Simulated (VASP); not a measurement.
# VASP inputs for NaSnI₃ (strained cubic perovskite)

INCAR

```
GGA = PE
NELM = 120
IBRION = -1
LCHARG = .FALSE.
PREC = Accurate
LASPH = .TRUE.
ISIF = 2
NSW = 0
LWAVE = .FALSE.
EDIFF = 1E-7
SIGMA = 0.02
ISMEAR = -1
LREAL = .FALSE.
ENCUT = 520
NBANDS = 29
```

KPOINTS

```
KPOINTS created by Atomic Simulation Environment
0
Gamma
4 4 4
0 0 0
```

KPOINTS_OPT

```
special points
4
Reciprocal
0.0000000000 0.0000000000 0.0000000000 1
0.0000000000 0.5000000000 0.0000000000 1
0.5000000000 0.5000000000 0.0000000000 1
0.5000000000 0.5000000000 0.5000000000 1
```

POSCAR

```
Na Sn I
 1.0000000000000000
     6.2325468245000000    0.0000000000000000    0.0000000000000000
     0.0000000000000000    6.2325468245000000    0.0000000000000000
     0.0000000000000000    0.0000000000000000    6.1879487449999999
 Na  Sn  I
   1   1   3
Cartesian
  0.0000000000000000  0.0000000000000000  0.0000000000000000
  3.1162734122500000  3.1162734122500000  3.0939743725000008
  3.1162734122500000  3.1162734122500000  0.0000000000000000
  3.1162734122500000  0.0000000000000000  3.0939743725000008
  0.0000000000000000  3.1162734122500000  3.0939743725000008
```

VASP ran with the recommended PBE PAW datasets (42 valence electrons in the cell).

Task: What does this run give?

Result: gap between bands v and c 0.32 eV; least direct gap 0.32 eV; pressure 0.2 GPa.

Band v is the last that the valence electrons fill when counted band by band, and c is the next. Levels in eV from the top of v:

```
point    v−1      v     c   c+1
    Γ  -2.23  -2.23  0.74  4.04
    X  -2.24  -1.59  0.94  2.08
    M  -1.73  -0.80  0.77  0.77
    R  -1.71   0.00  0.32  0.32
```
